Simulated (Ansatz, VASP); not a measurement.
## Ga2O3: VASP beside Ansatz

One calculation is typed for both programs; each brings its own data sets. How far apart do they land? The cell is taken from a series of runs on this material, whose earlier steps may have relaxed, scaled, displaced or heated it; both programs get it as it stands.

Method: plane waves, with VASP 6.6.1 beside it; relaxation of cell and atoms at PBE, in Ansatz 0.2.0.

### Step 1. Starting point

It takes space group C2/m (No. 12, monoclinic). The conventional cell has a = 12.455 Å, b = 3.083 Å, c = 5.878 Å, α = 90.00°, β = 103.70°, γ = 90.00°. Nearest to Ga lie 4 O at 1.86 to 1.90 Å. Ga has 6 O at 1.97 to 2.11 Å nearest. O has 3 Ga at 1.86 to 1.97 Å nearest. Nearest to O lie 4 Ga at 1.90 to 2.11 Å. Nearest to O lie 3 Ga at 1.86 to 1.97 Å. Farther neighbours and most contacts between anions are not listed.

### Step 2. VASP: relaxation of cell and atoms, PBE

The relaxed volume is the usual yardstick between codes: in a stiff, nearly cubic crystal its relative difference is about their pressure difference at one cell divided by the bulk modulus.

Lines of VASP's logs that name or quote its potential files are left out, and so is its time.

File INCAR:

```
SYSTEM = Ga2O3
PREC = Accurate
ENCUT = 600
EDIFF = 1E-07
NELM = 120
ISMEAR = 0
SIGMA = 0.01
LREAL = .FALSE.
ALGO = Normal
GGA = PE
NBANDS = 54
LORBIT = 11
LWAVE = .FALSE.
LCHARG = .FALSE.
ISIF = 3
IBRION = 2
NSW = 80
EDIFFG = -0.005
LASPH = .TRUE.
GGA_COMPAT = .FALSE.
NELMIN = 4
EFERMI = MIDGAP
KPAR = 2
```

File POSCAR:

```
Ga2O3
1.0
    6.2274203253     -1.5417350859      0.0115045501
    6.2274203253      1.5417350859      0.0115045501
   -1.4027088690      0.0000000000      5.7076659763
Ga O
4 6
Direct
    0.0899127082      0.0899127082      0.7947221085
    0.9100872918      0.9100872918      0.2052778915
    0.6585012201      0.6585012201      0.3141966701
    0.3414987799      0.3414987799      0.6858033299
    0.1634888269      0.1634888269      0.1092028790
    0.8365111731      0.8365111731      0.8907971210
    0.1737020826      0.1737020826      0.5643611702
    0.8262979174      0.8262979174      0.4356388298
    0.4960208308      0.4960208308      0.2566812373
    0.5039791692      0.5039791692      0.7433187627
```

File KPOINTS:

```
Automatic mesh
0
Gamma
8 8 4
0 0 0
```

The projector-augmented-wave data sets are Ga_d and O (PBE family, release 64).

Started as:

```
$ mpirun -np 2 vasp_std
```

Numbers of over 12 decimals in the logs are rounded to 6 here.

Log:

```text
[banner, memory and clock lines left out]
running    2 mpi-ranks, on    1 nodes
 distrk:  each k-point on    1 cores,    2 groups
 distr:  one band on    1 cores,    1 groups

 POSCAR found type information on POSCAR GaO
 POSCAR found :  2 types and      10 ions
 LDA part: xc-table for (Slater+PW92), standard interpolation
 POSCAR, INCAR and KPOINTS ok, starting setup
 FFT: planning ... GRIDC
 FFT: planning ... GRID_SOFT
 FFT: planning ... GRID
 WAVECAR not read
 entering main loop
       N       E                     dE             d eps       ncg     rms          rms(c)
DAV:   1     0.128396342817E+04    0.12840E+04   -0.43811E+04  9908   0.321E+03
DAV:   2     0.225066221518E+03   -0.10589E+04   -0.10001E+04  8536   0.874E+02
DAV:   3    -0.451440431496E+02   -0.27021E+03   -0.26238E+03  9882   0.278E+02
DAV:   4    -0.679952498196E+02   -0.22851E+02   -0.22597E+02 10366   0.861E+01
DAV:   5    -0.688421736683E+02   -0.84692E+00   -0.84494E+00 10996   0.170E+01    0.175E+01
DAV:   6    -0.596023975825E+02    0.92398E+01   -0.33319E+01 15436   0.612E+01    0.506E+00
DAV:   7    -0.597483910256E+02   -0.14599E+00   -0.31300E+00  9342   0.102E+01    0.348E+00
DAV:   8    -0.597226032061E+02    0.25788E-01   -0.55709E-01 12214   0.700E+00    0.126E+00
DAV:   9    -0.596912212172E+02    0.31382E-01   -0.14234E-01 12446   0.510E+00    0.264E-01
DAV:  10    -0.596925522292E+02   -0.13310E-02   -0.21484E-02 11190   0.120E+00    0.160E-01
DAV:  11    -0.596930084310E+02   -0.45620E-03   -0.28675E-03 10062   0.761E-01    0.938E-02
DAV:  12    -0.596930693169E+02   -0.60886E-04   -0.96874E-04 11712   0.505E-01    0.201E-02
DAV:  13    -0.596930860929E+02   -0.16776E-04   -0.19343E-04 12640   0.103E-01    0.728E-03
DAV:  14    -0.596930895216E+02   -0.34287E-05   -0.28922E-05 12574   0.670E-02    0.990E-03
DAV:  15    -0.596930883045E+02    0.12171E-05   -0.57908E-06 14048   0.320E-02    0.307E-03
DAV:  16    -0.596930883860E+02   -0.81516E-07   -0.24930E-06  9568   0.152E-02    0.107E-03
DAV:  17    -0.596930883338E+02    0.52192E-07   -0.28947E-07  7802   0.978E-03
   1 F= -.59693088E+02 E0= -.59693088E+02  d E =-.596931E+02
[...]
2 F= -.59693223E+02 E0= -.59693223E+02  d E =-.134497E-03
[...]
3 F= -.59693410E+02 E0= -.59693410E+02  d E =-.321886E-03
[...]
4 F= -.59693410E+02 E0= -.59693410E+02  d E =-.321906E-03
 curvature:  -0.28 expect dE=-0.121E-04 dE for cont linesearch -0.130E-05
 ZBRENT: accuracy reached
 trial: gam= 0.10220 g(F)=  0.322E-04 g(S)=  0.110E-04 ort =-0.726E-04 (trialstep = 0.916E+00)
 search vector abs. value=  0.402E-04
 bond charge predicted
       N       E                     dE             d eps       ncg     rms          rms(c)
DAV:   1    -0.596934084772E+02    0.17904E-05   -0.73714E-03  8928   0.441E-01    0.154E-02
DAV:   2    -0.596934285968E+02   -0.20120E-04   -0.24046E-04 10632   0.121E-01    0.918E-03
DAV:   3    -0.596934283879E+02    0.20893E-06   -0.16977E-05 10942   0.407E-02    0.576E-03
DAV:   4    -0.596934278230E+02    0.56490E-06   -0.37606E-06 12008   0.518E-02    0.194E-03
DAV:   5    -0.596934278944E+02   -0.71412E-07   -0.17027E-06 12258   0.161E-02    0.105E-03
DAV:   6    -0.596934278713E+02    0.23072E-07   -0.14421E-07  6392   0.109E-02
   5 F= -.59693428E+02 E0= -.59693428E+02  d E =-.176314E-04
 trial-energy change:   -0.000018  1 .order   -0.000017   -0.000033   -0.000001
 step:   0.9350(harm=  0.9381)  dis= 0.00042  next Energy=   -59.693428 (dE=-0.176E-04)
 reached required accuracy - stopping structural energy minimisation
```

OUTCAR, selected parts (step 2):

```text
ion  position               nearest neighbor table
   1  0.090  0.090  0.795-   5 1.86  10 1.86  10 1.86   7 1.90
   2  0.910  0.910  0.205-   6 1.86   9 1.86   9 1.86   8 1.90
   3  0.659  0.659  0.314-   5 1.97   5 1.97   9 1.97   8 2.04   7 2.11   7 2.11
   4  0.341  0.341  0.686-   6 1.97   6 1.97  10 1.97   7 2.04   8 2.11   8 2.11
   5  0.163  0.163  0.109-   1 1.86   3 1.97   3 1.97
   6  0.837  0.837  0.891-   2 1.86   4 1.97   4 1.97
   7  0.174  0.174  0.564-   1 1.90   4 2.04   3 2.11   3 2.11
   8  0.826  0.826  0.436-   2 1.90   3 2.04   4 2.11   4 2.11
   9  0.496  0.496  0.257-   2 1.86   2 1.86   3 1.97
  10  0.504  0.504  0.743-   1 1.86   1 1.86   4 1.97

  LATTYP: Found a base centered monoclinic cell.
 ALAT       =    12.4548619041
 B/A-ratio  =     0.2475716066
 C/A-ratio  =     0.4719043196
 COS(beta)  =    -0.2368628493

 Subroutine GETGRP returns: Found  4 space group operations
 (whereof  4 operations were pure point group operations)

The static configuration has the point symmetry C_2h.

 Found     78 irreducible k-points:

   k-points           NKPTS =     78   k-points in BZ     NKDIM =     78   number of bands    NBANDS=     54

   dimension x,y,z NGX =    54 NGY =   54 NGZ =   48
   dimension x,y,z NGXF=   108 NGYF=  108 NGZF=   96

   ENCUT  =  600.0 eV  44.10 Ry    6.64 a.u.  12.81 12.81 11.74*2*pi/ulx,y,z

   NELECT =      88.0000    total number of electrons

 k-points in reciprocal lattice and weights: Automatic mesh
   0.00000000  0.00000000  0.00000000       0.004
   0.12500000 -0.00000000 -0.00000000       0.016
   0.25000000 -0.00000000 -0.00000000       0.016
   0.37500000 -0.00000000 -0.00000000       0.016
   0.50000000 -0.00000000 -0.00000000       0.008
   0.12500000  0.12500000 -0.00000000       0.008
   0.25000000  0.12500000 -0.00000000       0.016
   0.37500000  0.12500000 -0.00000000       0.016
   0.50000000  0.12500000  0.00000000       0.016
[...]
-0.37500000  0.37500000  0.50000000       0.008
   0.50000000  0.50000000  0.50000000       0.004

 average (electrostatic) potential at core
       1 -64.9341       2 -64.9341       3 -64.8615       4 -64.8615       5 -70.1621
       6 -70.1621       7 -70.5673       8 -70.5673       9 -70.4175      10 -70.4175

 E-fermi :   4.4016

 k-point     1 :       0.0000    0.0000    0.0000
  band No.  band energies     occupation
    ...
     40       2.7159      2.00000
     41       2.7547      2.00000
     42       2.9485      2.00000
     43       3.1319      2.00000
     44       3.3921      2.00000
     45       5.3928      0.00000
     46       8.7545      0.00000
     47       9.6648      0.00000
     48       9.8462      0.00000
     49      10.9448      0.00000
    ...

 k-point     2 :       0.1250   -0.0000   -0.0000
  band No.  band energies     occupation
    ...
     40       2.3756      2.00000
     41       2.5453      2.00000
     42       2.8867      2.00000
     43       3.0561      2.00000
     44       3.3905      2.00000
     45       6.2605      0.00000
     46       9.0263      0.00000
     47       9.8579      0.00000
     48      10.3437      0.00000
     49      11.4082      0.00000
    ...

 k-point     3 :       0.2500   -0.0000   -0.0000
  band No.  band energies     occupation
    ...
     40       2.2719      2.00000
     41       2.3930      2.00000
     42       2.7281      2.00000
     43       2.9184      2.00000
     44       3.3747      2.00000
     45       7.7371      0.00000
     46       9.3724      0.00000
     47       9.8482      0.00000
     48      10.9606      0.00000
     49      11.6714      0.00000
    ...

  Total       -0.0192885     -0.0066306     -0.0188226      0.0000000      0.0000000      0.0133920
  in kB       -0.2812182     -0.0966712     -0.2744257      0.0000000      0.0000000      0.1952492
  external PRESSURE =      -0.2174384 kB  Pullay stress =       0.0000000 kB

  energy-cutoff  :      600.00
  volume of cell :      109.89
      direct lattice vectors                 reciprocal lattice vectors
     6.231303877 -1.543141257  0.012055741     0.080201910 -0.324014407  0.019702581
     6.231303877  1.543141257  0.012055741     0.080201910  0.324014407  0.019702581
    -1.403085143  0.000000000  5.711440014    -0.000338581  0.000000000  0.175004016

 POSITION                                       TOTAL-FORCE (eV/Angst)
 -----------------------------------------------------------------------------------
      0.00517      0.00000      4.54146         0.004360      0.000000     -0.002220
     11.05435      0.00000      1.19409        -0.004360      0.000000      0.002220
      7.76525      0.00000      1.80987         0.002526      0.000000     -0.000292
      3.29428      0.00000      3.92568        -0.002526      0.000000      0.000292
      1.88523      0.00000      0.62690         0.003243      0.000000     -0.001438
      9.17429      0.00000      5.10865        -0.003243      0.000000      0.001438
      1.37252      0.00000      3.22731        -0.002453      0.000000     -0.002744
      9.68700      0.00000      2.50824         0.002453      0.000000      0.002744
      5.82124      0.00000      1.47813         0.000724      0.000000     -0.000974
      5.23828      0.00000      4.25742        -0.000724      0.000000      0.000974
 -----------------------------------------------------------------------------------
    total drift:                                0.000000      0.000000     -0.000000

  FREE ENERGIE OF THE ION-ELECTRON SYSTEM (eV)
  ---------------------------------------------------
  free  energy   TOTEN  =       -59.6934278713 eV

  energy  without entropy=      -59.6934278713  energy(sigma->0) =      -59.69342787

 reached required accuracy - stopping structural energy minimisation

 total charge
# of ion       s       p       d       tot
------------------------------------------
    1        0.724   0.820  10.244  11.788
    2        0.724   0.820  10.244  11.788
    3        0.652   0.676  10.215  11.542
    4        0.652   0.676  10.215  11.542
    5        1.550   3.493   0.000   5.043
    6        1.550   3.493   0.000   5.043
    7        1.555   3.480   0.000   5.035
    8        1.555   3.480   0.000   5.035
    9        1.546   3.523   0.000   5.069
   10        1.546   3.523   0.000   5.069
--------------------------------------------------
tot         12.055  23.983  40.917  76.956

[... 3 further parts left out ...]
```

CONTCAR:

```
Ga2O3
   1.00000000000000
     6.2313038774665035   -1.5431412568706127    0.0120557406282051
     6.2313038774665035    1.5431412568706127    0.0120557406282051
    -1.4030851427784123    0.0000000000000000    5.7114400140437063
  Ga              O
     4     6
Direct
     0.0898930555945856    0.0898930555945856    0.7947727237867243
     0.9101069444054144    0.9101069444054144    0.2052272762132758
     0.6584467245533600    0.6584467245533600    0.3141052793287865
     0.3415532754466401    0.3415532754466401    0.6858947206712136
     0.1635508964048617    0.1635508964048617    0.1090723431605020
     0.8364491035951382    0.8364491035951382    0.8909276568394979
     0.1736652783934587    0.1736652783934587    0.5643271076897178
     0.8263347216065414    0.8263347216065414    0.4356728923102821
     0.4959979407904453    0.4959979407904453    0.2567078640416765
     0.5040020592095547    0.5040020592095547    0.7432921359583236
```

The run keeps the 4 symmetry operations of its start, so it cannot find a distortion of lower symmetry.

### Step 3. Ansatz: relaxation of cell and atoms, PBE

Ansatz runs on its default PAW (the set named soft_2) files.

The same cell, functional and mesh now go to Ansatz, which takes its cutoff from its data sets.

File input.yaml:

```yaml
crystal:
  lattice:
    - [6.2274203253, -1.5417350859, 0.0115045501]
    - [6.2274203253, 1.5417350859, 0.0115045501]
    - [-1.402708869, 0.0, 5.7076659763]
  atoms:
    - { symbol: Ga, position: [0.0899127082, 0.0899127082, 0.7947221085] }
    - { symbol: Ga, position: [0.9100872918, 0.9100872918, 0.2052778915] }
    - { symbol: Ga, position: [0.6585012201, 0.6585012201, 0.3141966701] }
    - { symbol: Ga, position: [0.3414987799, 0.3414987799, 0.6858033299] }
    - { symbol: O, position: [0.1634888269, 0.1634888269, 0.109202879] }
    - { symbol: O, position: [0.8365111731, 0.8365111731, 0.890797121] }
    - { symbol: O, position: [0.1737020826, 0.1737020826, 0.5643611702] }
    - { symbol: O, position: [0.8262979174, 0.8262979174, 0.4356388298] }
    - { symbol: O, position: [0.4960208308, 0.4960208308, 0.2566812373] }
    - { symbol: O, position: [0.5039791692, 0.5039791692, 0.7433187627] }
kpoints:
  mp_grid: { grid: [8, 8, 4] }
hamiltonian:
  xc: pbe
scf:
  occupations: { method: fixed }
output:
  forces: true
  stress: true
  eigenvalues: true
relax:
  adjacent_minimum: "off"
  f_tol: 0.001
  max_steps: 60
  cell: { stress_tol: 0.01 }
```

Started as:

```
$ ansatz run input.yaml --threads 16 --pin off --max-ram 61440MiB --backend cuda --events-out ev --progress --plain --runs-dir out --max-vram 78GiB
```

Log:

```text
basis.fft_grid_basis auto: the FFT boxes are laid along the combinations [[1, -1, 0], [0, 1, 0], [0, 0, 1]] of the cell's own vectors, 3.083, 6.415 and 5.878 Å long. The dense box has 24×45×40 points. Along the cell's own vectors, as sized, it would have 45×45×40, 1.88 times as many. Of the 4 symmetry operations that the crystal satisfies within crystal.symmetry.tolerance (time reversal apart; of a slab, those that keep its plane) the dense box along the cell's own vectors carries 4, and the one as laid loses 2 of those. basis.fft_grid_basis: typed keeps the cell's own vectors: state it where
Engine: ansatz 0.2.0, aarch64-unknown-linux-gnu
Pseudopotentials: kind: paw
Pseudopotential: Ga, paw, valence charge 13, recommended cutoff 420 eV (normal), Ga.paw.azcp
Pseudopotential: O, paw, valence charge 6, recommended cutoff 420 eV (normal), O.paw.azcp
Functional definition: PBE
  parameter kappa = 0.804
  parameter beta = 0.066725
  exchange = pbe_x(kappa = kappa, mu = beta*pi^2/3)
  correlation = pbe_c(beta = beta)
device memory: the entry about to start is reckoned to put 6.4 GiB on a device that reports 144.0 GiB free (of which the cap on the GPU budget leaves the run 78.0 GiB)
GPU FFT provider: cuFFT
[...]
Basis set: ecut = 420 eV, 2141 PW (Γ), FFT grids on a1−a2, a2, a3, exchange–correlation on 48×90×80 points (8 copies of the dense FFT grid, shifted against one another)
[...]
k-points: 78 of 256
[...]
SCF converged after 7 iterations
[...]
- { symbol: Ga, position: [0.341501, 0.341501, 0.685823] }
    - { symbol: O, position: [0.163488, 0.163488, 0.109194] }
    - { symbol: O, position: [0.836512, 0.836512, 0.890806] }
    - { symbol: O, position: [0.173704, 0.173704, 0.564360] }
    - { symbol: O, position: [0.826296, 0.826296, 0.435640] }
    - { symbol: O, position: [0.496025, 0.496025, 0.256702] }
    - { symbol: O, position: [0.503975, 0.503975, 0.743298] }
```

### Step 4. Comparison

Known differences besides the potentials themselves: fixed occupations in Ansatz, narrow Gaussian smearing in VASP; the cutoff is 420 eV in Ansatz and 600 eV in VASP. Total energies have different zeros and are not compared.

Compared:

```csv
quantity,Ansatz,VASP,difference
volume (Å³),109.65,109.89,-0.22 %
"edge a after relaxation, in the typed setting (Å)",6.416,6.420,-0.06 %
"edge c after relaxation, in the typed setting (Å)",5.878,5.881,-0.06 %
```

### Step 5. Summary of results

```json
{"difference in volume (relaxation of cell and atoms, PBE)": "-0.22 %"}
```

The difference in volume is -0.22 % (relaxation of cell and atoms, PBE), within the 1.2 % picked in this series as the mark of a large difference, as far as the stopping tolerances let one tell. How closely two codes agree says nothing of how well the functional describes the real material.

[Lines on the potential files, build, host, timing and source positions are cut from VASP's logs without a mark.]

[Logs are printed without paths, hosts, clocks, repeated set-up lines and the standing remarks that a program may print on its own settings, such as how far it seeks lower states.]

[Hosts, paths, dates, database ids (printed as entryN), source tags and the programs' standing remarks are cut or masked in the printed files.]
